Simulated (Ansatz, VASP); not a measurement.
# W2N: VASP beside Ansatz

One calculation is typed for both programs; each brings its own data sets. How far apart do they land? The cell is taken from a series of runs on this material, whose earlier steps may have relaxed, scaled, displaced or heated it; both programs get it as it stands.

Main program and level: Ansatz 0.2.0; plane waves, with VASP 6.6.1 beside it; zone-centre phonons at PBE.

## 1. The structure

The cell holds 3 atoms: 1 N and 2 W. Cell: a = 2.835 Å, b = 2.794 Å, c = 29.624 Å, α = 90.0°, β = 90.0°, γ = 120.5°. Vacuum lies along c.

Structure file:

```xyz
3
Lattice="2.8353 0.0000 0.0000 -1.4176 2.4073 0.0000 0.0000 0.0000 29.6237" Properties=species:S:1:pos:R:3
N     0.0000    0.0000   10.0000
W     0.0000    1.6146   11.4333
W     1.4176    0.7927    8.5667
```

## 2. VASP: zone-centre phonons, PBE

Second derivatives magnify differences that forces hide, and they need a tight electronic threshold.

Lines of VASP's logs that name or quote its potential files are left out, and so is its time.

File INCAR:

```
SYSTEM = W2N
PREC = Accurate
ENCUT = 600
EDIFF = 1E-08
NELM = 120
ISMEAR = 1
SIGMA = 0.2
LREAL = .FALSE.
ALGO = Normal
GGA = PE
NBANDS = 14
LASPH = .TRUE.
LORBIT = 11
LWAVE = .FALSE.
LCHARG = .FALSE.
ISIF = 2
IBRION = 8
GGA_COMPAT = .FALSE.
NELMDL = -8
KPAR = 2
```

File POSCAR:

```
W2N
1.0
    2.8352670967      0.0000000000      0.0000000000
   -1.4176335484      2.4072679729      0.0000000000
    0.0000000000      0.0000000000     29.6237063742
N W
1 2
Direct
    0.0000000000      0.0000000000      0.3375674831
    0.3353595212      0.6707190425      0.3859509410
    0.6646404788      0.3292809575      0.2891840252
```

File KPOINTS:

```
Automatic mesh
0
Gamma
18 18 1
0 0 0
```

PAW data sets: N and W (PBE family, release 64).

The run is started by

```
mpirun -np 2 vasp_std
```

Numbers of over 12 decimals in the logs are rounded to 6 here.

What it wrote:

```text
[banner, memory and clock lines left out]
running    2 mpi-ranks, on    1 nodes
 distrk:  each k-point on    1 cores,    2 groups
 distr:  one band on    1 cores,    1 groups

 POSCAR found type information on POSCAR N W
 POSCAR found :  2 types and       3 ions
 LDA part: xc-table for (Slater+PW92), standard interpolation
 POSCAR, INCAR and KPOINTS ok, starting setup
 FFT: planning ... GRIDC
 FFT: planning ... GRID_SOFT
 FFT: planning ... GRID
 WAVECAR not read
 entering main loop
       N       E                     dE             d eps       ncg     rms          rms(c)
DAV:   1     0.126411954588E+03    0.12641E+03   -0.58877E+03  2548   0.952E+02
DAV:   2    -0.174031375150E+02   -0.14382E+03   -0.13594E+03  4512   0.194E+02
DAV:   3    -0.345200488785E+02   -0.17117E+02   -0.16693E+02  3594   0.824E+01
DAV:   4    -0.351230932865E+02   -0.60304E+00   -0.59291E+00  3620   0.177E+01
DAV:   5    -0.351410851416E+02   -0.17992E-01   -0.17874E-01  3702   0.251E+00
DAV:   6    -0.351417377088E+02   -0.65257E-03   -0.65241E-03  3898   0.403E-01
DAV:   7    -0.351417459983E+02   -0.82894E-05   -0.82891E-05  3694   0.421E-02
DAV:   8    -0.351417462341E+02   -0.23580E-06   -0.23600E-06  3832   0.549E-03    0.323E+01
DAV:   9    -0.319524586083E+02    0.31893E+01   -0.15070E+01  3740   0.278E+01    0.126E+01
DAV:  10    -0.315832151019E+02    0.36924E+00   -0.25166E+00  3470   0.129E+01    0.731E+00
DAV:  11    -0.314824681680E+02    0.10075E+00   -0.50965E-01  3608   0.585E+00    0.106E+00
DAV:  12    -0.314733431957E+02    0.91250E-02   -0.45056E-02  3252   0.163E+00    0.621E-01
DAV:  13    -0.314726387580E+02    0.70444E-03   -0.40892E-03  3546   0.461E-01    0.784E-02
DAV:  14    -0.314725158799E+02    0.12288E-03   -0.27538E-04  3352   0.139E-01    0.349E-02
[...]
DAV:  22    -0.314725996272E+02   -0.59018E-05   -0.26610E-07  2926   0.144E-03    0.215E-04
DAV:  23    -0.314726022562E+02   -0.26291E-05   -0.55836E-08  2518   0.611E-04    0.119E-04
DAV:  24    -0.314726038295E+02   -0.15733E-05   -0.45540E-08  2560   0.494E-04    0.738E-05
DAV:  25    -0.314726042334E+02   -0.40384E-06   -0.60753E-09  2278   0.245E-04    0.948E-05
DAV:  26    -0.314726044158E+02   -0.18248E-06   -0.24595E-09  1996   0.172E-04    0.927E-05
DAV:  27    -0.314726044583E+02   -0.42498E-07   -0.58014E-10  1676   0.846E-05    0.689E-06
DAV:  28    -0.314726044809E+02   -0.22509E-07   -0.26186E-10  1598   0.526E-05    0.579E-06
DAV:  29    -0.314726044882E+02   -0.73489E-08   -0.60941E-11  1460   0.296E-05
   1 F= -.31472604E+02 E0= -.31473079E+02  d E =0.142325E-02
 Linear response reoptimize wavefunctions to high precision
DAV:   1    -0.314726044900E+02   -0.18265E-08   -0.18255E-12  2036   0.163E-05
DAV:   2    -0.314726044900E+02    0.35470E-10    0.24022E-11  1430   0.621E-06
 Linear response DOF=           6
 Linear response progress:
  Degree of freedom:   1/  6
       N       E                     dE             d eps       ncg     rms          rms(c)
RMM:   1    -0.224295574002E+00   -0.22430E+00    0.20511E-01  5793   0.318E+00
RMM:   2    -0.225427759822E+00   -0.11322E-02   -0.98716E-03  4135   0.694E-01    0.253E-01
RMM:   3    -0.226559214285E+00   -0.11315E-02   -0.13138E-03  4255   0.209E-01    0.139E-01
RMM:   4    -0.228197165053E+00   -0.16380E-02   -0.57864E-04  3919   0.156E-01    0.268E-02
RMM:   5    -0.228130474022E+00    0.66691E-04   -0.41457E-05  4602   0.418E-02    0.427E-03
RMM:   6    -0.228080750525E+00    0.49723E-04   -0.26944E-06  4594   0.876E-03    0.974E-04
RMM:   7    -0.228069537050E+00    0.11213E-04   -0.26378E-07  4699   0.184E-03    0.404E-04
RMM:   8    -0.228069247741E+00    0.28931E-06   -0.92644E-08  4805   0.534E-04    0.115E-04
RMM:   9    -0.228069611755E+00   -0.36401E-06   -0.61351E-08  4837   0.208E-04    0.469E-05
RMM:  10    -0.228069500173E+00    0.11158E-06   -0.14150E-08  4952   0.961E-05    0.118E-05
RMM:  11    -0.228069438578E+00    0.61596E-07   -0.27311E-08  4730   0.658E-05    0.488E-06
RMM:  12    -0.228069506546E+00   -0.67969E-07   -0.13385E-08  4889   0.518E-05    0.989E-07
RMM:  13    -0.228069511987E+00   -0.54408E-08    0.53635E-09  4791   0.448E-05    0.520E-07
 first order change of Fermi-energy   0.24648E-02
 force on displaced ion       1 direction 1 :  -4.516   0.000   0.000
 Linear response progress:
  Degree of freedom:   2/  6
       N       E                     dE             d eps       ncg     rms          rms(c)
RMM:   1    -0.224922041606E+00   -0.22492E+00    0.19257E-01  5748   0.317E+00
RMM:   2    -0.225309693970E+00   -0.38765E-03   -0.10097E-02  4122   0.688E-01    0.252E-01
RMM:   3    -0.226483664372E+00   -0.11740E-02   -0.13656E-03  4252   0.208E-01    0.138E-01
RMM:   4    -0.228142906846E+00   -0.16592E-02   -0.54922E-04  3919   0.153E-01    0.273E-02
RMM:   5    -0.228157141544E+00   -0.14235E-04   -0.65465E-05  4464   0.475E-02    0.319E-02
RMM:   6    -0.228088478652E+00    0.68663E-04   -0.20819E-05  4319   0.236E-02    0.420E-03
RMM:   7    -0.228039883402E+00    0.48595E-04   -0.20851E-06  4351   0.749E-03    0.905E-04
RMM:   8    -0.228036799234E+00    0.30842E-05   -0.13172E-07  4812   0.179E-03    0.410E-04
RMM:   9    -0.228033731139E+00    0.30681E-05   -0.85098E-08  4611   0.594E-04    0.100E-04
RMM:  10    -0.228033779094E+00   -0.47955E-07   -0.19509E-07  4984   0.191E-04    0.371E-05
[...]
RMM:   2    -0.272956065685E+00   -0.16957E-02   -0.92278E-03  4216   0.724E-01    0.642E-01
RMM:   3    -0.273700863095E+00   -0.74480E-03   -0.17707E-03  4276   0.250E-01    0.398E-01
RMM:   4    -0.279370909617E+00   -0.56700E-02   -0.29374E-03  4706   0.248E-01    0.283E-01
RMM:   5    -0.275447317557E+00    0.39236E-02   -0.18222E-03  4592   0.196E-01    0.338E-02
RMM:   6    -0.275161680041E+00    0.28564E-03   -0.10670E-04  4123   0.586E-02    0.706E-03
RMM:   7    -0.275113974088E+00    0.47706E-04   -0.10493E-05  4730   0.140E-02    0.292E-03
RMM:   8    -0.275097578579E+00    0.16396E-04   -0.10368E-06  4653   0.304E-03    0.970E-04
RMM:   9    -0.275094189434E+00    0.33891E-05    0.18565E-07  4737   0.104E-03    0.256E-04
RMM:  10    -0.275095383919E+00   -0.11945E-05   -0.14613E-07  4493   0.546E-04    0.142E-04
RMM:  11    -0.275095468508E+00   -0.84588E-07   -0.16185E-07  4521   0.396E-04    0.978E-05
RMM:  12    -0.275095343572E+00    0.12494E-06   -0.84912E-08  4632   0.368E-04    0.550E-05
RMM:  13    -0.275095318159E+00    0.25413E-07   -0.18382E-08  4738   0.215E-04    0.295E-05
RMM:  14    -0.275095212397E+00    0.10576E-06    0.14839E-07  4718   0.156E-04    0.175E-05
RMM:  15    -0.275095186740E+00    0.25657E-07   -0.14056E-08  4806   0.172E-04    0.782E-06
RMM:  16    -0.275095224418E+00   -0.37677E-07    0.13161E-08  4686   0.828E-05    0.756E-06
RMM:  17    -0.275095226884E+00   -0.24663E-08    0.24580E-09  4450   0.598E-05    0.266E-06
 first order change of Fermi-energy   0.54587E-03
 force on displaced ion       1 direction 3 :   0.000  -0.168 -17.866
 Linear response progress:
  Degree of freedom:   4/  6
       N       E                     dE             d eps       ncg     rms          rms(c)
RMM:   1    -0.109739978965E+00   -0.10974E+00   -0.98689E-02  7720   0.201E+00
RMM:   2    -0.106989862472E+00    0.27501E-02   -0.43527E-03  7069   0.427E-01    0.196E-01
RMM:   3    -0.105952685687E+00    0.10372E-02   -0.62821E-04  7575   0.132E-01    0.116E-01
RMM:   4    -0.105358619370E+00    0.59407E-03   -0.62134E-04  7451   0.150E-01    0.224E-02
RMM:   5    -0.105389528361E+00   -0.30909E-04   -0.54671E-05  8326   0.313E-02    0.274E-02
RMM:   6    -0.105368348246E+00    0.21180E-04   -0.13939E-05  7798   0.183E-02    0.219E-03
RMM:   7    -0.105369804774E+00   -0.14565E-05   -0.14663E-06  8582   0.442E-03    0.836E-04
RMM:   8    -0.105369017887E+00    0.78689E-06   -0.16016E-07  8746   0.113E-03    0.401E-04
RMM:   9    -0.105368485878E+00    0.53201E-06   -0.13483E-08  8482   0.495E-04    0.900E-05
RMM:  10    -0.105368326456E+00    0.15942E-06   -0.11320E-07  9065   0.185E-04    0.356E-05
RMM:  11    -0.105368304664E+00    0.21792E-07   -0.49456E-08  8623   0.841E-05    0.961E-06
RMM:  12    -0.105368315379E+00   -0.10715E-07   -0.29789E-08  9206   0.445E-05    0.416E-06
RMM:  13    -0.105368328993E+00   -0.13613E-07   -0.31113E-09  8610   0.341E-05    0.969E-07
RMM:  14    -0.105368331268E+00   -0.22752E-08   -0.21109E-09  8033   0.286E-05    0.560E-07
 first order change of Fermi-energy  -0.17939E-02
 force on displaced ion       2 direction 1 :  -3.602   0.027   0.022
 Linear response progress:
  Degree of freedom:   5/  6
       N       E                     dE             d eps       ncg     rms          rms(c)
RMM:   1    -0.110083166309E+00   -0.11008E+00   -0.99654E-02  4266   0.202E+00
RMM:   2    -0.107266607516E+00    0.28166E-02   -0.42905E-03  3915   0.427E-01    0.199E-01
RMM:   3    -0.106173198362E+00    0.10934E-02   -0.63207E-04  4162   0.135E-01    0.117E-01
RMM:   4    -0.105557543884E+00    0.61565E-03   -0.65842E-04  4116   0.155E-01    0.213E-02
RMM:   5    -0.105597557234E+00   -0.40013E-04   -0.60519E-05  4601   0.318E-02    0.294E-02
RMM:   6    -0.105567715550E+00    0.29842E-04   -0.17218E-05  4321   0.198E-02    0.240E-03
RMM:   7    -0.105568567958E+00   -0.85241E-06   -0.15872E-06  4672   0.476E-03    0.912E-04
RMM:   8    -0.105568074063E+00    0.49390E-06   -0.10393E-07  4773   0.118E-03    0.582E-04
RMM:   9    -0.105567224364E+00    0.84970E-06   -0.36934E-08  4570   0.666E-04    0.117E-04
RMM:  10    -0.105567093645E+00    0.13072E-06   -0.47758E-08  5032   0.190E-04    0.442E-05
RMM:  11    -0.105567009517E+00    0.84128E-07   -0.33120E-08  4738   0.100E-04    0.103E-05
RMM:  12    -0.105567020056E+00   -0.10539E-07   -0.54291E-09  5079   0.478E-05    0.404E-06
RMM:  13    -0.105567025072E+00   -0.50162E-08   -0.18959E-08  4636   0.355E-05    0.234E-06
 first order change of Fermi-energy  -0.25704E-01
 force on displaced ion       2 direction 2 :   0.000  -3.883  -0.263
 Linear response progress:
  Degree of freedom:   6/  6
       N       E                     dE             d eps       ncg     rms          rms(c)
RMM:   1    -0.160846293793E+00   -0.16085E+00   -0.93634E-02  4436   0.198E+00
RMM:   2    -0.157583468363E+00    0.32628E-02   -0.52894E-03  3948   0.484E-01    0.512E-01
RMM:   3    -0.157568020083E+00    0.15448E-04   -0.57022E-04  4421   0.131E-01    0.302E-01
RMM:   4    -0.161178165234E+00   -0.36101E-02   -0.28667E-03  5194   0.238E-01    0.297E-01
RMM:   5    -0.157597247241E+00    0.35809E-02   -0.17113E-03  4995   0.181E-01    0.280E-02
RMM:   6    -0.157594035026E+00    0.32122E-05   -0.44394E-05  4536   0.372E-02    0.845E-03
RMM:   7    -0.157569504675E+00    0.24530E-04   -0.47897E-06  4594   0.132E-02    0.234E-03
RMM:   8    -0.157564885692E+00    0.46190E-05    0.53210E-07  4695   0.361E-03    0.702E-04
RMM:   9    -0.157563491546E+00    0.13941E-05    0.41238E-07  4736   0.105E-03    0.290E-04
RMM:  10    -0.157562146380E+00    0.13452E-05   -0.59625E-07  4624   0.468E-04    0.813E-05
RMM:  11    -0.157562102127E+00    0.44253E-07   -0.27483E-07  4833   0.207E-04    0.572E-05
RMM:  12    -0.157562193207E+00   -0.91081E-07   -0.16916E-08  4474   0.180E-04    0.255E-05
RMM:  13    -0.157562493507E+00   -0.30030E-06   -0.73408E-08  4669   0.162E-04    0.205E-05
RMM:  14    -0.157562532087E+00   -0.38581E-07   -0.37825E-08  4722   0.782E-05    0.753E-06
RMM:  15    -0.157562558465E+00   -0.26378E-07    0.15344E-08  4707   0.614E-05    0.632E-06
RMM:  16    -0.157562599089E+00   -0.40624E-07   -0.24404E-08  4689   0.615E-05    0.248E-06
RMM:  17    -0.157562615517E+00   -0.16428E-07    0.12517E-08  4471   0.470E-05    0.179E-06
RMM:  18    -0.157562616378E+00   -0.86154E-09   -0.94092E-09  4403   0.308E-05    0.818E-07
 first order change of Fermi-energy  -0.53078E+00
 force on displaced ion       2 direction 3 :   0.000  -0.240 -11.172
 Linear response finished
```

OUTCAR, selected parts (step 2):

```text
ion  position               nearest neighbor table
   1  0.000  0.000  0.338-   2 2.16   3 2.16   2 2.17   3 2.17   2 2.17   3 2.17
   2  0.335  0.671  0.386-   1 2.16   1 2.17   1 2.17   3 3.28   3 3.30   3 3.30
   3  0.665  0.329  0.289-   1 2.16   1 2.17   1 2.17   2 3.28   2 3.30   2 3.30

  LATTYP: Found a base centered orthorhombic cell.
 ALAT       =     2.8352670967
 B/A-ratio  =     1.6980890271
 C/A-ratio  =    10.4482947687

 Subroutine GETGRP returns: Found  4 space group operations
 (whereof  2 operations were pure point group operations)

The static configuration has the point symmetry C_1h.
 The point group associated with its full space group is C_2h.

 Found     91 irreducible k-points:

   k-points           NKPTS =     91   k-points in BZ     NKDIM =     91   number of bands    NBANDS=     14

   dimension x,y,z NGX =    24 NGY =   24 NGZ =  240
   dimension x,y,z NGXF=    48 NGYF=   48 NGZF=  480

   ENCUT  =  600.0 eV  44.10 Ry    6.64 a.u.   5.66  5.58 59.17*2*pi/ulx,y,z

   NELECT =      17.0000    total number of electrons

 k-points in reciprocal lattice and weights: Automatic mesh
   0.00000000  0.00000000  0.00000000       0.003
   0.05555556 -0.00000000  0.00000000       0.012
   0.11111111 -0.00000000  0.00000000       0.012
   0.16666667 -0.00000000  0.00000000       0.012
   0.22222222 -0.00000000  0.00000000       0.012
   0.27777778  0.00000000  0.00000000       0.012
   0.33333333 -0.00000000  0.00000000       0.012
   0.38888889  0.00000000  0.00000000       0.012
   0.44444444 -0.00000000  0.00000000       0.012
[...]
0.11111111  0.44444444  0.00000000       0.006
   0.00000000  0.50000000  0.00000000       0.003

 average (electrostatic) potential at core
       1 -73.4235       2 -49.0692       3 -49.0692

  Total       -2.3674889     -1.2711306     -0.0948306      0.0000000      0.0030769     -0.0000000
  in kB      -18.7603409    -10.0726318     -0.7514524      0.0000000      0.0243818     -0.0000000
  external PRESSURE =      -9.8614750 kB  Pullay stress =       0.0000000 kB

  energy-cutoff  :      600.00
  volume of cell :      202.19
      direct lattice vectors                 reciprocal lattice vectors
     2.835267097  0.000000000  0.000000000     0.352700457  0.207704338  0.000000000
    -1.417633548  2.407267973  0.000000000     0.000000000  0.415408675  0.000000000
     0.000000000  0.000000000 29.623706374     0.000000000  0.000000000  0.033756748

 POSITION                                       TOTAL-FORCE (eV/Angst)
 -----------------------------------------------------------------------------------
      0.00000      0.00000     10.00000         0.000000      0.000000      0.000000
     -0.00000      1.61460     11.43330        -0.000000      0.000828     -0.020772
      1.41763      0.79267      8.56670         0.000000     -0.000828      0.020772
 -----------------------------------------------------------------------------------
    total drift:                               -0.000000     -0.000000     -0.000004

 Eigenvectors and eigenvalues of the dynamical matrix
 ----------------------------------------------------

   1 f  =   17.992080 THz   113.047574 2PiTHz  600.151198 cm-1    74.409232 meV
             X         Y         Z           dx          dy          dz
      0.000000  0.000000 10.000000    -0.000000    0.012209    0.981500
     -0.000000  1.614600 11.433297     0.000000   -0.001749   -0.135098
      1.417634  0.792668  8.566703     0.000000   -0.001749   -0.135098

   2 f  =    9.046914 THz    56.843440 2PiTHz  301.772582 cm-1    37.415015 meV
             X         Y         Z           dx          dy          dz
      0.000000  0.000000 10.000000    -0.981442    0.000000   -0.000000
     -0.000000  1.614600 11.433297     0.135595   -0.000000    0.000000
      1.417634  0.792668  8.566703     0.135595   -0.000000    0.000000

   3 f  =    8.915857 THz    56.019983 2PiTHz  297.400985 cm-1    36.873006 meV
             X         Y         Z           dx          dy          dz
      0.000000  0.000000 10.000000     0.000000    0.981578   -0.012105
     -0.000000  1.614600 11.433297    -0.000000   -0.134814    0.002126
      1.417634  0.792668  8.566703    -0.000000   -0.134814    0.002126

   4 f  =    4.232547 THz    26.593879 2PiTHz  141.182579 cm-1    17.504401 meV
             X         Y         Z           dx          dy          dz
      0.000000  0.000000 10.000000    -0.000000   -0.000000   -0.000000
     -0.000000  1.614600 11.433297    -0.000000    0.037803    0.706096
      1.417634  0.792668  8.566703     0.000000   -0.037803   -0.706096

   5 f  =    2.720627 THz    17.094203 2PiTHz   90.750343 cm-1    11.251604 meV
             X         Y         Z           dx          dy          dz
      0.000000  0.000000 10.000000     0.000000   -0.000000   -0.000000
     -0.000000  1.614600 11.433297     0.000000   -0.706096    0.037803
      1.417634  0.792668  8.566703    -0.000000    0.706096   -0.037803

   6 f  =    2.562636 THz    16.101514 2PiTHz   85.480320 cm-1    10.598204 meV
             X         Y         Z           dx          dy          dz
      0.000000  0.000000 10.000000    -0.000000    0.000000    0.000000
     -0.000000  1.614600 11.433297     0.707107    0.000000   -0.000000
      1.417634  0.792668  8.566703    -0.707107   -0.000000    0.000000

   7 f/i=    0.002206 THz     0.013859 2PiTHz    0.073574 cm-1     0.009122 meV
             X         Y         Z           dx          dy          dz
      0.000000  0.000000 10.000000     0.191761    0.000000   -0.000000
     -0.000000  1.614600 11.433297     0.693984    0.000000   -0.000000
      1.417634  0.792668  8.566703     0.693984    0.000000   -0.000000

   8 f/i=    0.006729 THz     0.042276 2PiTHz    0.224439 cm-1     0.027827 meV
             X         Y         Z           dx          dy          dz
      0.000000  0.000000 10.000000     0.000000   -0.166665    0.093282
     -0.000000  1.614600 11.433297     0.000000   -0.605584    0.339158
      1.417634  0.792668  8.566703     0.000000   -0.605584    0.339158

   9 f/i=    0.010797 THz     0.067838 2PiTHz    0.360139 cm-1     0.044651 meV
             X         Y         Z           dx          dy          dz
      0.000000  0.000000 10.000000    -0.000000    0.092622    0.166764
     -0.000000  1.614600 11.433297    -0.000000    0.339249    0.605570
      1.417634  0.792668  8.566703    -0.000000    0.339249    0.605570

 ELASTIC MODULI CONTR FROM IONIC RELAXATION (kBar)
 Direction    XX          YY          ZZ          XY          YZ          ZX
 --------------------------------------------------------------------------------
 XX        -339.8167   -305.5164   -372.4578      0.0000     27.3973     -0.0000
 YY        -305.5164   -340.6604   -380.2407      0.0000    -38.2567      0.0000
 ZZ        -372.4578   -380.2407   -439.4421      0.0000    -13.2216      0.0000
 XY           0.0000      0.0000      0.0000     -3.3390      0.0000     19.6982
 YZ          27.3973    -38.2567    -13.2216      0.0000    -62.1490      0.0000
 ZX          -0.0000      0.0000      0.0000     19.6982      0.0000   -116.2072
 --------------------------------------------------------------------------------
```

This run has no spin polarisation, so a moment on W, if there is one, isn't seen. Its electron count is odd, so without a moment it is a metal by construction.

(Part 1 of 2 ends here.)

[Lines on the potential files, build, host, timing and source positions are cut from VASP's logs without a mark.]

[Logs are printed without paths, hosts, clocks, repeated set-up lines and the standing remarks that a program may print on its own settings, such as how far it seeks lower states.]

[Hosts, paths, dates, database ids (printed as entryN), source tags and the programs' standing remarks are cut or masked in the printed files.]
